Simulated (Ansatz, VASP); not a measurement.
Two plane-wave programs on BeSi

INCAR

```
ALGO = Normal
EDIFF = 1E-6
EDIFFG = -0.04
ENCUT = 600
GGA = PE
IBRION = 2
ISIF = 3
ISMEAR = 0
LASPH = True
LCHARG = False
LREAL = False
LWAVE = False
NELM = 60
NSW = 90
PREC = Accurate
SIGMA = 0.1
```

KPOINTS

```
k-points
0
Gamma
  6 6 2
```

The input POSCAR:

```
BeSi
1.0
    2.4844569000      0.0000000000      0.0000000000
   -1.2422284500      2.1516027900      0.0000000000
    0.0000000000      0.0000000000      8.1142362200
Be Si
1 1
Direct
    0.0000000000      0.0000000000      0.0000000000
    0.0000000000      0.0000000000      0.5000000000
```

Input for Ansatz:

```yaml
crystal:
  lattice:
    - [2.4844569, 0.0, 0.0]
    - [-1.24222845, 2.15160279, 0.0]
    - [0.0, 0.0, 8.11423622]
  atoms:
    - { symbol: Be, position: [0.0, 0.0, 0.0] }
    - { symbol: Si, position: [0.0, 0.0, 0.5] }
basis:
  ecutwfc: 420
kpoints:
  mp_grid: { grid: [6, 6, 2] }
hamiltonian:
  xc: pbe
scf:
  occupations: { method: gaussian, width: 0.1 }
  lower_state_search: "off"
output:
  forces: true
  stress: true
  eigenvalues: true
relax:
  adjacent_minimum: "off"
  f_tol: 0.04
  max_steps: 70
  cell: { stress_tol: 0.4 }
```

Change from the starting cell: ordered superstructure of hcp with vacancies (P6/mmm, No. 191).

Alike in both runs: task relaxation of cell and atoms; functional PBE; k mesh 6 × 6 × 2; occupations gaussian, width 0.1 eV; no spin polarisation.

|  | VASP | Ansatz |
| --- | --- | --- |
| version | VASP 6.6.1 | Ansatz 0.2.0 |
| potentials or method | VASP PAW PBE potentials, release 64 (Be, Si) | scalar-relativistic, plane waves, PAW |
| plane-wave cutoff (eV) | 600 | 420 |
| valence electrons in the cell | 6 | 6 |

```csv
,VASP,Ansatz,Ansatz less VASP
"gap on the k mesh at the Fermi level, each at its own relaxed structure (eV)",none,none,-
relaxed volume (Å³/atom),14.69,14.74,+0.054
relaxed cell length with the largest relative difference (Å),5.960,5.970,+0.0106
energy change over the relaxation (meV/atom),-171,-171,-0.1
```

A gap of «none» marks a metal or a gap that the smearing closes.

Caveats: the k mesh is coarse (spacing up to 0.49 Å⁻¹), so the values aren't converged; the volume moved by over 15 % at a fixed basis, so the end points are rough (VASP).
